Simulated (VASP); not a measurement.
Computed with PBEsol GGA, VASP's PBE PAW potentials (set 64) (plane waves; VASP).

Input for VASP

File KPOINTS:
```
Automatic mesh
0
Gamma
7 7 4
0 0 0
```

POSCAR:
```
ZnS
1
    3.6589487567    -0.0000000000    -0.0000000000
   -1.8294743785     3.1687422942     0.0000000000
    0.0000000000     0.0000000000     6.0131280364
Zn S
2 2
Direct
  0.3333330000   0.6666670000   0.0006533739
  0.6666670000   0.3333330000   0.5006533739
  0.3333330000   0.6666670000   0.3743466261
  0.6666670000   0.3333330000   0.8743466261
```

INCAR:
```
! general
SYSTEM =ZnS
PREC   =Accurate
ENCUT  =500
LREAL  =F
LASPH  =T

! electronic loop
EDIFF  =1E-6
NELM   =100
ALGO   =Normal
LMAXMIX=4

! smearing
ISMEAR =0
SIGMA  =0.05

! functional
GGA    =PS

! ions
IBRION =2
NSW    =40
ISIF   =3
EDIFFG =-0.02
PSTRESS=100

! output
LWAVE  =F
LCHARG =F
```

POTCAR, in this order: Zn S (PBE.64 set). Program: vasp_std.

What VASP printed:

**OSZICAR**
```
       N       E                     dE             d eps       ncg     rms          rms(c)
DAV:   1     0.235131516401E+03    0.23513E+03   -0.17387E+04  1056   0.201E+03
DAV:   2     0.629247659340E+01   -0.22884E+03   -0.22354E+03  1086   0.379E+02
DAV:   3    -0.153155453885E+02   -0.21608E+02   -0.21291E+02  1302   0.119E+02
DAV:   4    -0.158185228608E+02   -0.50298E+00   -0.50233E+00  1236   0.187E+01
DAV:   5    -0.158275249712E+02   -0.90021E-02   -0.90016E-02  1306   0.250E+00    0.125E+01
DAV:   6    -0.149480357151E+02    0.87949E+00   -0.24005E+00  1352   0.515E+01    0.930E+00
DAV:   7    -0.149876411573E+02   -0.39605E-01   -0.23724E+00  1098   0.942E+00    0.366E+00
DAV:   8    -0.149604041905E+02    0.27237E-01   -0.86751E-02  1446   0.397E+00    0.122E+00
DAV:   9    -0.149572447394E+02    0.31595E-02   -0.40281E-02  1458   0.272E+00    0.308E-01
DAV:  10    -0.149572696367E+02   -0.24897E-04   -0.12140E-03  1270   0.532E-01    0.236E-01
DAV:  11    -0.149573502135E+02   -0.80577E-04   -0.24314E-04  1582   0.234E-01    0.588E-02
DAV:  12    -0.149573625797E+02   -0.12366E-04   -0.71356E-05  1306   0.650E-02    0.291E-02
DAV:  13    -0.149573639780E+02   -0.13984E-05   -0.48222E-06  1204   0.227E-02    0.162E-02
DAV:  14    -0.149573650414E+02   -0.10634E-05   -0.11509E-06   834   0.818E-03    0.334E-03
DAV:  15    -0.149573647662E+02    0.27519E-06   -0.36220E-07   678   0.952E-03
   1 F= -.10605924E+02 E0= -.10605924E+02  d E =-.106059E+02
       N       E                     dE             d eps       ncg     rms          rms(c)
DAV:   1    -0.149485881153E+02    0.87769E-02   -0.48130E-02  1224   0.404E+00    0.401E-01
DAV:   2    -0.149462737117E+02    0.23144E-02   -0.12360E-02  1220   0.283E+00    0.161E-01
DAV:   3    -0.149460217818E+02    0.25193E-03   -0.75107E-04  1220   0.233E-01    0.782E-02
DAV:   4    -0.149459323314E+02    0.89450E-04   -0.84681E-05  1188   0.710E-02    0.368E-02
DAV:   5    -0.149459226660E+02    0.96654E-05   -0.10770E-05  1572   0.866E-02    0.129E-02
DAV:   6    -0.149459230241E+02   -0.35810E-06   -0.11196E-05  1140   0.293E-02    0.306E-03
DAV:   7    -0.149459226254E+02    0.39878E-06   -0.90757E-07   624   0.154E-02
   2 F= -.10606026E+02 E0= -.10606026E+02  d E =-.101977E-03
       N       E                     dE             d eps       ncg     rms          rms(c)
DAV:   1    -0.149486672257E+02   -0.27442E-02   -0.24917E-03  1218   0.922E-01    0.911E-02
DAV:   2    -0.149485487419E+02    0.11848E-03   -0.62418E-04  1220   0.626E-01    0.365E-02
DAV:   3    -0.149485350480E+02    0.13694E-04   -0.38158E-05  1202   0.509E-02    0.175E-02
DAV:   4    -0.149485300504E+02    0.49975E-05   -0.41876E-06  1128   0.158E-02    0.821E-03
DAV:   5    -0.149485292319E+02    0.81852E-06   -0.29711E-07   564   0.190E-02
   3 F= -.10606037E+02 E0= -.10606037E+02  d E =-.113064E-03
```

**OUTCAR**
```
------------------------ aborting loop because EDIFF is reached ----------------------------------------
  FORCE on cell =-STRESS in cart. coord.  units (eV):
  Direction    XX          YY          ZZ          XY          YZ          ZX
  --------------------------------------------------------------------------------------
  Total        4.3443775      4.3443766      4.4034336     -0.0000000      0.0000000      0.0000000
  in kB      100.0434057    100.0433866    101.4033642     -0.0000000      0.0000000      0.0000000
  external PRESSURE =       0.4967189 kB  Pullay stress =     100.0000000 kB
  volume of cell :       69.57
      direct lattice vectors                 reciprocal lattice vectors
     3.655572972 -0.000000000  0.000000000     0.273554928  0.157937026  0.000000000
    -1.827786486  3.165818756 -0.000000000     0.000000000  0.315874052 -0.000000000
    -0.000000000  0.000000000  6.011850352    -0.000000000 -0.000000000  0.166338139
  FREE ENERGIE OF THE ION-ELECTRON SYSTEM (eV)
  ---------------------------------------------------
  free  energy   TOTEN  =       -14.9485292319 eV

  energy  without entropy=      -14.9485292319  energy(sigma->0) =      -14.94852923
  enthalpy is  TOTEN    =       -10.6060366568 eV   P V=        4.3424925752

 reached required accuracy - stopping structural energy minimisation
```
(Selected blocks of OUTCAR.)

**CONTCAR**
```
ZnS
   1.00000000000000
     3.6555729715674223   -0.0000000000068852    0.0000000000000000
    -1.8277864859395356    3.1658187564987168   -0.0000000000000000
    -0.0000000000000000    0.0000000000000000    6.0118503521917388
  Zn              S
     2     2
Direct
     0.3333330000000032    0.6666669999999968    0.0007690718617104
     0.6666669999999968    0.3333330000000032    0.5007690718617104
     0.3333330000000032    0.6666669999999968    0.3742309281382896
     0.6666669999999968    0.3333330000000032    0.8742309281382896
```

File OUTCAR:
```
 val. band max:        3.3073047641   @ k =   0.0000   0.0000   0.0000

 cond. band min:       5.9252893560   @ k =   0.0000   0.0000   0.0000


 Fermi energy:         3.5404071203

 k-point     1 :       0.0000    0.0000    0.0000
  band No.  band energies     occupation
      1     -10.8524      2.00000
      2      -9.6541      2.00000
      3      -3.6848      2.00000
      4      -3.6577      2.00000
      5      -3.6577      2.00000
      6      -3.5548      2.00000
      7      -3.5548      2.00000
      8      -3.0827      2.00000
      9      -3.0827      2.00000
     10      -3.0815      2.00000
     11      -2.9749      2.00000
     12      -2.9748      2.00000
     13      -2.7214      2.00000
     14       2.2093      2.00000
     15       2.2094      2.00000
     16       3.1883      2.00000
     17       3.3073      2.00000
     18       3.3073      2.00000
     19       5.9253      0.00000
     20       6.5119      0.00000
     21       9.4141      0.00000
     22       9.4142      0.00000

 k-point     2 :       0.1429    0.0000    0.0000
  band No.  band energies     occupation
      1     -10.6829      2.00000
      2      -9.5577      2.00000
      3      -3.6892      2.00000
      4      -3.6468      2.00000
      5      -3.6248      2.00000
      6      -3.5436      2.00000
      7      -3.5050      2.00000
      8      -3.1603      2.00000
      9      -3.1079      2.00000
     10      -3.0831      2.00000
     11      -2.9661      2.00000
     12      -2.7237      2.00000
     13      -2.6766      2.00000
     14       1.0815      2.00000
     15       1.8321      2.00000
     16       2.1739      2.00000
     17       2.9640      2.00000
     18       3.0983      2.00000
     19       6.8571      0.00000
     20       7.3622      0.00000
     21       8.9611      0.00000
     22       9.8351      0.00000

 k-point     3 :       0.2857    0.0000    0.0000
  band No.  band energies     occupation
      1     -10.2399      2.00000
...
```

The structure was generated: ZnS was put into the wurtzite type (P6_3mc), which need not be its known phase. This run relaxes it under an external pressure of 10 GPa. Symmetry was kept, so distortions that lower it aren't found.
